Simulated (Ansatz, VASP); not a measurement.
## One calculation of Cu3Pd, two programs

```xyz
4
Lattice="3.7220 0.0000 0.0000 0.0000 3.7220 0.0000 0.0000 0.0000 3.7592" Properties=species:S:1:pos:R:3 pbc="T T T"
Cu    0.0000    1.8610    1.8796
Cu    1.8610    0.0000    1.8796
Cu    1.8610    1.8610    0.0000
Pd    0.0000    0.0000    0.0000
```

Change from the starting cell: zz strain of +1 %.

Alike in both runs: task single point; functional PBEsol; k mesh 9 × 9 × 9; occupations fermi-dirac, width 0.05 eV; no spin polarisation.

|  | VASP | Ansatz |
| --- | --- | --- |
| version | VASP 6.6.1 | Ansatz 0.2.0 |
| potentials or method | VASP PAW PBE potentials, release 64 (Cu, Pd), cutoff 520 eV | all-electron LAPW, scalar-relativistic |

|  | VASP | Ansatz | Ansatz less VASP |
| --- | --- | --- | --- |
| pressure (GPa) | -9.2 | -9.7 | -0.41 |
| largest component of the traceless stress (GPa) | 0.31 | 0.33 | +0.021 |

Ansatz ran all-electron here, so the differences hold the error of VASP's frozen core and of both bases.

Caveats: the PAW data sets were made with another functional, which shifts forces and pressure a little (VASP).
